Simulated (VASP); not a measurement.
A run of VASP 6.6.1 is set up as follows.

File INCAR:

```
SYSTEM = Ge3P2
ALGO = Normal
EDIFF = 1E-7
ENCUT = 520
GGA = PE
ISIF = 2
ISMEAR = -1
LASPH = .True.
LCHARG = .False.
LREAL = .False.
LWAVE = .False.
NBANDS = 34
NELM = 100
PREC = Accurate
SIGMA = 0.05
```

KPOINTS

```
k-points
0
Gamma
  7 7 4
  0 0 0
```

POSCAR

```
Ge3P2
1.0
    4.3278838700      0.0000000000      0.0000000000
   -2.1639419400      3.7480573800      0.0000000000
    0.0000000000      0.0000000000      6.5758296700
Ge P
3 2
Direct
    0.3333333300      0.6666666700      0.5000000000
    0.6666666700      0.3333333300      0.5000000000
    0.0000000000      0.0000000000      0.5000000000
    0.0000000000      0.0000000000      0.1544672400
    0.0000000000      0.0000000000      0.8455327600
```

Potentials or basis: VASP PAW PBE potentials, release 64 (Ge_d, P).

Run with:

```console
$ cat potpaw_PBE.64/Ge_d/POTCAR potpaw_PBE.64/P/POTCAR > POTCAR
$ mpirun -np 1 vasp_std > vasp.out
```

Problem. Predict the band gap on the k mesh.

Solution. None (metal or under the smearing width).

Problem. Predict the pressure.

Solution. 19.4 GPa.

Stress tensor (GPa, compression positive):
```
24.12  0.00  0.00
 0.00 24.12  0.00
 0.00  0.00 10.02
```

Caveat: so large a pressure means that the cell lies far from this level's equilibrium, or that cutoff or potentials fall short; forces of over 1 eV/Å show positions far from the minimum, so gaps and moduli don't describe the material at rest.
